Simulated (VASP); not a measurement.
Output of a VASP run:

### OSZICAR
```
       N       E                     dE             d eps       ncg     rms          rms(c)
DAV:   1    -0.582949405870E+00   -0.58295E+00   -0.11939E+03  1140   0.434E+02
DAV:   2    -0.300719940514E+01   -0.24242E+01   -0.23295E+01  1554   0.258E+01
DAV:   3    -0.302486219939E+01   -0.17663E-01   -0.17665E-01  1626   0.289E+00
DAV:   4    -0.302490443070E+01   -0.42231E-04   -0.42231E-04  1560   0.117E-01
DAV:   5    -0.302490462000E+01   -0.18930E-06   -0.18945E-06  1602   0.675E-03    0.966E-01
DAV:   6    -0.301885807201E+01    0.60465E-02   -0.57871E-04  1404   0.281E-01    0.619E-01
DAV:   7    -0.301138402726E+01    0.74740E-02   -0.22667E-03  1242   0.486E-01    0.342E-02
DAV:   8    -0.301139646770E+01   -0.12440E-04   -0.12775E-05  1800   0.318E-02    0.775E-03
DAV:   9    -0.301139511785E+01    0.13499E-05   -0.12895E-06  1326   0.798E-03    0.637E-04
DAV:  10    -0.301139490131E+01    0.21654E-06   -0.47071E-09  1098   0.656E-04    0.126E-04
DAV:  11    -0.301139488509E+01    0.16214E-07   -0.53876E-10   786   0.213E-04
   1 F= -.24416363E+01 E0= -.24417485E+01  d E =-.244164E+01
       N       E                     dE             d eps       ncg     rms          rms(c)
DAV:   1    -0.300220080338E+01    0.91941E-02   -0.59917E-02  1428   0.160E+00    0.777E-02
DAV:   2    -0.300210431688E+01    0.96486E-04   -0.19187E-04  1350   0.117E-01    0.498E-02
DAV:   3    -0.300202490444E+01    0.79412E-04   -0.17177E-05  1428   0.344E-02    0.231E-03
DAV:   4    -0.300202404918E+01    0.85526E-06   -0.21288E-07  1476   0.381E-03    0.122E-03
DAV:   5    -0.300202341354E+01    0.63564E-06   -0.83278E-08   834   0.209E-03    0.334E-05
DAV:   6    -0.300202345026E+01   -0.36718E-07   -0.11592E-09   744   0.293E-04
   2 F= -.24549524E+01 E0= -.24550523E+01  d E =-.133161E-01
       N       E                     dE             d eps       ncg     rms          rms(c)
DAV:   1    -0.299834849607E+01    0.36749E-02   -0.19223E-03  1416   0.287E-01    0.139E-02
DAV:   2    -0.299834618649E+01    0.23096E-05   -0.61829E-06  1362   0.210E-02    0.892E-03
DAV:   3    -0.299834524729E+01    0.93920E-06   -0.54832E-07  1434   0.610E-03    0.419E-04
DAV:   4    -0.299834513412E+01    0.11318E-06   -0.66404E-09   750   0.689E-04    0.222E-04
DAV:   5    -0.299834502621E+01    0.10790E-06   -0.25717E-09   672   0.396E-04    0.778E-06
DAV:   6    -0.299834503322E+01   -0.70135E-08   -0.11566E-10   672   0.899E-05
   3 F= -.24553026E+01 E0= -.24554001E+01  d E =-.136663E-01
```

File OUTCAR:
```
------------------------ aborting loop because EDIFF is reached ----------------------------------------
  FORCE on cell =-STRESS in cart. coord.  units (eV):
  Direction    XX          YY          ZZ          XY          YZ          ZX
  --------------------------------------------------------------------------------------
  Total        0.5298768      0.5298770      0.5618949      0.0000000      0.0000000      0.0000000
  in kB       19.5151159     19.5151223     20.6943296      0.0000000      0.0000000      0.0000000
  external PRESSURE =      -0.0918108 kB  Pullay stress =      20.0000000 kB
  volume of cell :       43.50
      direct lattice vectors                 reciprocal lattice vectors
     1.579600483 -2.735948739  0.000000000     0.316535735 -0.182751962  0.000000000
     1.579600483  2.735948739 -0.000000000     0.316535735  0.182751962  0.000000000
    -0.000000000  0.000000000  5.033025473     0.000000000  0.000000000  0.198687649
 POSITION                                       TOTAL-FORCE (eV/Angst)
 -----------------------------------------------------------------------------------
      1.57960      0.91198      1.25826        -0.000000      0.000000      0.000000
      1.57960     -0.91198      3.77477         0.000000     -0.000000      0.000000
 -----------------------------------------------------------------------------------
    total drift:                                0.000001     -0.000006      0.000001
  FREE ENERGIE OF THE ION-ELECTRON SYSTEM (eV)
  ---------------------------------------------------
  free  energy   TOTEN  =        -2.9983450332 eV

  energy  without entropy=       -2.9986375605  energy(sigma->0) =       -2.99844254
  enthalpy is  TOTEN    =        -2.4553026192 eV   P V=        0.5430424140

 reached required accuracy - stopping structural energy minimisation
```
(Selected blocks of OUTCAR.)

POSCAR:
```
Mg
1
    1.6052003593    -2.7802890326    -0.0000000000
    1.6052003593     2.7802890326     0.0000000000
    0.0000000000    -0.0000000000     5.1135469848
Mg
2
Direct
  0.3333330000   0.6666670000   0.2500000000
  0.6666670000   0.3333330000   0.7500000000
```

Q: Write an INCAR and KPOINTS that could have produced this output.

A: One answer among several that fit: the input of the run itself, PBE GGA, plane waves, VASP's PBE PAW potentials (set 64).

### INCAR
```
# general
SYSTEM =Mg
PREC   =Accurate
ENCUT  =480
LREAL  =.FALSE.
LASPH  =.TRUE.

# electronic loop
EDIFF  =1E-7
NELM   =100
ALGO   =Normal

# smearing
ISMEAR =1
SIGMA  =0.1

# functional
GGA    =PE

# ions
IBRION =2
NSW    =40
ISIF   =3
EDIFFG =-0.01
PSTRESS=20

# output
LWAVE  =.FALSE.
LCHARG =.FALSE.
```

KPOINTS:
```
K-points
0
Gamma
  12 12 8
0 0 0
```

POTCAR, in this order: Mg (PBE.64 set). Program: vasp_std.

Energy and stress use the plane-wave basis of the starting cell.

The compound is Mg in the hcp structure. This run relaxes it under an external pressure of 2 GPa. Symmetry was kept, so distortions that lower it aren't found.
